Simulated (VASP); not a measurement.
Data:

```
CrO2
1.0
    4.44528     0.00000     0.00000
    0.00000     4.44528     0.00000
    0.00000     0.00000     2.91979
Cr O
2 4
Direct
  0.00000   0.00000   0.00000
  0.50000   0.50000   0.50000
  0.30345   0.30345   0.00000
  0.80345   0.19655   0.50000
  0.19655   0.80345   0.50000
  0.69655   0.69655   0.00000
```
Starting moments (μB, in the order of the record's atoms Cr Cr O O O O): 2.1 2.1 -0.1 -0.1 -0.1 -0.1.

Method: PW91 GGA, VASP's PBE PAW potentials (set 64) (plane waves; VASP). Numerical set-up: 520 eV cut-off, 8×8×12 Γ-centred mesh, tetrahedra with Blöchl corrections, potentials Cr_pv O.

The cores are frozen, which limits the accuracy of field gradients.

### Question
Give the principal components of the electric field gradient (V/Å²) and the asymmetry η at each nucleus.

### Answer

```json
[
 {"atom": "Cr1", "Vxx": "34.4", "Vyy": "11.5", "Vzz": "-46.0", "η": "0.50"},
 {"atom": "Cr2", "Vxx": "34.4", "Vyy": "11.5", "Vzz": "-46.0", "η": "0.50"},
 {"atom": "O3", "Vxx": "-22.9", "Vyy": "-3.5", "Vzz": "26.4", "η": "0.73"},
 {"atom": "O4", "Vxx": "-22.9", "Vyy": "-3.5", "Vzz": "26.4", "η": "0.73"},
 {"atom": "O5", "Vxx": "-22.9", "Vyy": "-3.5", "Vzz": "26.4", "η": "0.73"},
 {"atom": "O6", "Vxx": "-22.9", "Vyy": "-3.5", "Vzz": "26.4", "η": "0.73"}
]
```

The compound is CrO2 in the rutile structure. It was relaxed first.
